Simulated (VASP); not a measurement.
Level of theory: r2SCAN+rVV10, VASP's PBE PAW potentials (set 64) (plane waves; VASP).

Input for VASP

**POSCAR**
```
LiCl
1.0
  0.0000000000   2.5700000000   2.5700000000
  2.5700000000   0.0000000000   2.5700000000
  2.5700000000   2.5700000000   0.0000000000
Li Cl
1 1
Cart
  0.0000000000   0.0000000000   0.0000000000
  2.5700000000   2.5700000000   2.5700000000
```

INCAR:
```
SYSTEM = LiCl
PREC = Accurate
ENCUT = 520
EDIFF = 1E-6
NELM = 100
ALGO = Normal
LREAL = .FALSE.
LASPH = .TRUE.
ISMEAR = 0
SIGMA = 0.05
METAGGA = R2SCAN
LUSE_VDW = .TRUE.
BPARAM = 11.95
CPARAM = 0.0093
LMIXTAU = .TRUE.
LWAVE = .FALSE.
LCHARG = .FALSE.
IBRION = 2
ISIF = 3
NSW = 60
EDIFFG = -0.01
```

### KPOINTS
```
Automatic
0
G
 8 8 8
```

POTCAR, in this order: Li_sv Cl (PBE.64 set). Program: vasp_std.

Output

### OSZICAR
```
       N       E                     dE             d eps       ncg     rms          rms(c)
DAV:   1     0.397539625357E+02    0.39754E+02   -0.43752E+03   522   0.104E+03
DAV:   2    -0.119736166651E+02   -0.51728E+02   -0.50043E+02   705   0.168E+02
DAV:   3    -0.142220436754E+02   -0.22484E+01   -0.22459E+01   623   0.422E+01
DAV:   4    -0.142997510138E+02   -0.77707E-01   -0.77548E-01   800   0.707E+00
DAV:   5    -0.143003484001E+02   -0.59739E-03   -0.59737E-03   692   0.622E-01    0.257E+00
DAV:   6    -0.122088923402E+02    0.20915E+01   -0.59891E-01   744   0.775E+00    0.279E+00
DAV:   7    -0.122633857186E+02   -0.54493E-01   -0.23160E-01   642   0.572E+00    0.340E-01
DAV:   8    -0.123792217862E+02   -0.11584E+00   -0.19641E-01   522   0.551E+00    0.838E-01
DAV:   9    -0.122729033733E+02    0.10632E+00   -0.49479E-02   598   0.305E+00    0.763E-01
DAV:  10    -0.123001297526E+02   -0.27226E-01   -0.18572E-02   647   0.188E+00    0.175E-01
DAV:  11    -0.123107958805E+02   -0.10666E-01   -0.65744E-03   522   0.124E+00    0.890E-02
DAV:  12    -0.123085959131E+02    0.22000E-02   -0.13340E-03   677   0.515E-01    0.112E-01
DAV:  13    -0.123111999188E+02   -0.26040E-02   -0.24919E-03   534   0.708E-01    0.319E-02
DAV:  14    -0.123113179797E+02   -0.11806E-03   -0.19938E-04   543   0.214E-01    0.243E-02
DAV:  15    -0.123113300559E+02   -0.12076E-04   -0.22170E-05   626   0.705E-02    0.468E-03
DAV:  16    -0.123112997611E+02    0.30295E-04   -0.60457E-06   536   0.398E-02    0.255E-03
DAV:  17    -0.123113157961E+02   -0.16035E-04   -0.14931E-06   554   0.192E-02    0.122E-03
DAV:  18    -0.123113170969E+02   -0.13008E-05   -0.34122E-07   459   0.905E-03    0.270E-04
DAV:  19    -0.123113220644E+02   -0.49675E-05   -0.61748E-08   285   0.387E-03    0.232E-04
DAV:  20    -0.123113206147E+02    0.14497E-05   -0.10358E-08   285   0.138E-03    0.901E-05
DAV:  21    -0.123113205423E+02    0.72389E-07   -0.17497E-09   261   0.519E-04
   1 F= -.12311321E+02 E0= -.12311321E+02  d E =-.123113E+02
       N       E                     dE             d eps       ncg     rms          rms(c)
DAV:   1    -0.123464932476E+02   -0.35173E-01   -0.62397E-01   522   0.612E+00    0.119E+00
DAV:   2    -0.123213647200E+02    0.25129E-01   -0.63248E-02   672   0.198E+00    0.454E-01
DAV:   3    -0.123180782970E+02    0.32864E-02   -0.15664E-02   524   0.100E+00    0.258E-01
DAV:   4    -0.123123783119E+02    0.57000E-02   -0.51755E-03   522   0.113E+00    0.108E-01
DAV:   5    -0.123135111466E+02   -0.11328E-02   -0.10015E-02   522   0.155E+00    0.232E-02
DAV:   6    -0.123185836118E+02   -0.50725E-02   -0.24964E-03   522   0.717E-01    0.160E-02
DAV:   7    -0.123185919297E+02   -0.83179E-05   -0.33115E-05   554   0.826E-02    0.879E-03
DAV:   8    -0.123186019684E+02   -0.10039E-04   -0.16463E-05   524   0.624E-02    0.548E-03
DAV:   9    -0.123186239286E+02   -0.21960E-04   -0.36076E-05   522   0.902E-02    0.213E-03
DAV:  10    -0.123186423702E+02   -0.18442E-04   -0.14203E-06   547   0.170E-02    0.101E-03
DAV:  11    -0.123186404646E+02    0.19056E-05   -0.34517E-08   273   0.268E-03    0.883E-04
DAV:  12    -0.123186408320E+02   -0.36737E-06   -0.16522E-07   281   0.624E-03
   2 F= -.12318641E+02 E0= -.12318641E+02  d E =-.732029E-02
       N       E                     dE             d eps       ncg     rms          rms(c)
DAV:   1    -0.123242855124E+02   -0.56450E-02   -0.10039E-01   522   0.244E+00    0.473E-01
DAV:   2    -0.123203664357E+02    0.39191E-02   -0.10206E-02   697   0.795E-01    0.184E-01
DAV:   3    -0.123198421607E+02    0.52427E-03   -0.25840E-03   524   0.407E-01    0.101E-01
DAV:   4    -0.123193994639E+02    0.44270E-03   -0.77392E-04   522   0.433E-01    0.428E-02
DAV:   5    -0.123187753207E+02    0.62414E-03   -0.16601E-03   522   0.630E-01    0.984E-03
DAV:   6    -0.123199560727E+02   -0.11808E-02   -0.43477E-04   522   0.308E-01    0.646E-03
DAV:   7    -0.123199529385E+02    0.31342E-05   -0.10041E-05   528   0.488E-02    0.291E-03
DAV:   8    -0.123199762156E+02   -0.23277E-04   -0.28204E-06   526   0.254E-02    0.679E-04
DAV:   9    -0.123199718664E+02    0.43492E-05   -0.74351E-07   569   0.124E-02    0.888E-04
DAV:  10    -0.123199719395E+02   -0.73137E-07   -0.31580E-08   262   0.274E-03
   3 F= -.12319972E+02 E0= -.12319972E+02  d E =-.865140E-02
       N       E                     dE             d eps       ncg     rms          rms(c)
DAV:   1    -0.123378832960E+02   -0.17911E-01   -0.40546E-01   522   0.495E+00    0.962E-01
DAV:   2    -0.123214811120E+02    0.16402E-01   -0.39741E-02   671   0.159E+00    0.371E-01
DAV:   3    -0.123198621721E+02    0.16189E-02   -0.10846E-02   534   0.822E-01    0.208E-01
DAV:   4    -0.123170842013E+02    0.27780E-02   -0.32525E-03   522   0.883E-01    0.841E-02
DAV:   5    -0.123171972713E+02   -0.11307E-03   -0.59801E-03   522   0.120E+00    0.189E-02
DAV:   6    -0.123201527201E+02   -0.29554E-02   -0.14892E-03   522   0.560E-01    0.137E-02
DAV:   7    -0.123201476475E+02    0.50725E-05   -0.27016E-05   561   0.738E-02    0.694E-03
DAV:   8    -0.123201528431E+02   -0.51956E-05   -0.15702E-05   523   0.612E-02    0.425E-03
DAV:   9    -0.123201613570E+02   -0.85139E-05   -0.20001E-05   522   0.674E-02    0.297E-03
DAV:  10    -0.123201784285E+02   -0.17071E-04   -0.63086E-07   564   0.113E-02    0.766E-04
DAV:  11    -0.123201779010E+02    0.52748E-06   -0.29843E-08   262   0.260E-03
   4 F= -.12320178E+02 E0= -.12320178E+02  d E =-.885736E-02
       N       E                     dE             d eps       ncg     rms          rms(c)
DAV:   1    -0.123258356397E+02   -0.56572E-02   -0.11946E-01   523   0.265E+00    0.508E-01
DAV:   2    -0.123208826252E+02    0.49530E-02   -0.12279E-02   712   0.870E-01    0.202E-01
DAV:   3    -0.123204190317E+02    0.46359E-03   -0.31469E-03   524   0.450E-01    0.107E-01
DAV:   4    -0.123197061346E+02    0.71290E-03   -0.87071E-04   522   0.457E-01    0.464E-02
DAV:   5    -0.123181509652E+02    0.15552E-02   -0.22932E-03   522   0.750E-01    0.113E-02
DAV:   6    -0.123204503276E+02   -0.22994E-02   -0.72687E-04   522   0.408E-01    0.735E-03
DAV:   7    -0.123204680618E+02   -0.17734E-04   -0.25743E-05   569   0.798E-02    0.295E-03
DAV:   8    -0.123204545002E+02    0.13562E-04   -0.29677E-06   559   0.240E-02    0.116E-03
DAV:   9    -0.123204647660E+02   -0.10266E-04   -0.62143E-07   540   0.111E-02    0.106E-03
DAV:  10    -0.123204656877E+02   -0.92170E-06   -0.82703E-08   261   0.356E-03
   5 F= -.12320466E+02 E0= -.12320466E+02  d E =-.914515E-02
```

OUTCAR:
```
------------------------ aborting loop because EDIFF is reached ----------------------------------------
  FORCE on cell =-STRESS in cart. coord.  units (eV):
  Direction    XX          YY          ZZ          XY          YZ          ZX
  --------------------------------------------------------------------------------------
  Total       -0.0044354     -0.0044354     -0.0044354     -0.0000000     -0.0000000     -0.0000000
  in kB       -0.2193886     -0.2193886     -0.2193886     -0.0000000     -0.0000000     -0.0000000
  external PRESSURE =      -0.2193886 kB  Pullay stress =       0.0000000 kB
  volume of cell :       32.39
      direct lattice vectors                 reciprocal lattice vectors
     0.000000000  2.530078674  2.530078674    -0.197622313  0.197622313  0.197622313
     2.530078674  0.000000000  2.530078674     0.197622313 -0.197622313  0.197622313
     2.530078674  2.530078674  0.000000000     0.197622313  0.197622313 -0.197622313
  FREE ENERGIE OF THE ION-ELECTRON SYSTEM (eV)
  ---------------------------------------------------
  free  energy   TOTEN  =       -12.3204656877 eV

  energy  without entropy=      -12.3204656877  energy(sigma->0) =      -12.32046569

 reached required accuracy - stopping structural energy minimisation
```
(Selected blocks of OUTCAR.)

CONTCAR:
```
LiCl
   1.00000000000000
     0.0000000000000000    2.5300786736571408    2.5300786736571408
     2.5300786736571408    0.0000000000000000    2.5300786736571408
     2.5300786736571408    2.5300786736571408    0.0000000000000000
  Li              Cl
     1     1
Direct
     0.0000000000000000    0.0000000000000000    0.0000000000000000
     0.5000000000000000    0.5000000000000000    0.5000000000000000
```

OUTCAR:
```
 val. band max:        0.5045281506   @ k =   0.0000   0.0000   0.0000

 cond. band min:       8.0033549004   @ k =   0.0000   0.0000   0.0000


 Fermi energy:         0.8753635924

 k-point     1 :       0.0000    0.0000    0.0000
  band No.  band energies     occupation
      1     -44.2032      2.00000
      2     -13.6361      2.00000
      3       0.5045      2.00000
      4       0.5045      2.00000
      5       0.5045      2.00000
      6       8.0034      0.00000
      7      13.1587      0.00000
      8      13.1587      0.00000
      9      13.1587      0.00000

 k-point     2 :       0.1250    0.0000    0.0000
  band No.  band energies     occupation
      1     -44.2025      2.00000
      2     -13.5514      2.00000
      3      -0.0488      2.00000
      4       0.4575      2.00000
      5       0.4575      2.00000
      6       8.4531      0.00000
      7      12.4367      0.00000
      8      13.1560      0.00000
      9      13.1562      0.00000

 k-point     3 :       0.2500    0.0000    0.0000
  band No.  band energies     occupation
      1     -44.2014      2.00000
      2     -13.3349      2.00000
      3      -1.1794      2.00000
      4       0.3497      2.00000
      5       0.3497      2.00000
      6       8.7032      0.00000
      7      12.0545      0.00000
      8      12.0550      0.00000
      9      12.5375      0.00000

 k-point     4 :       0.3750    0.0000    0.0000
  band No.  band energies     occupation
      1     -44.2002      2.00000
      2     -13.0984      2.00000
      3      -2.1505      2.00000
      4       0.2497      2.00000
      5       0.2497      2.00000
      6       8.2549      0.00000
      7      11.1182      0.00000
      8      11.1187      0.00000
      9      14.0925      0.00000

 k-point     5 :       0.5000    0.0000    0.0000
  band No.  band energies     occupation
      1     -44.1997      2.00000
      2     -12.9936      2.00000
      3      -2.5256      2.00000
...
```

Energy and stress use the plane-wave basis of the starting cell.

The compound is LiCl in the rock salt structure. This run relaxes it. Symmetry was kept, so distortions that lower it aren't found.
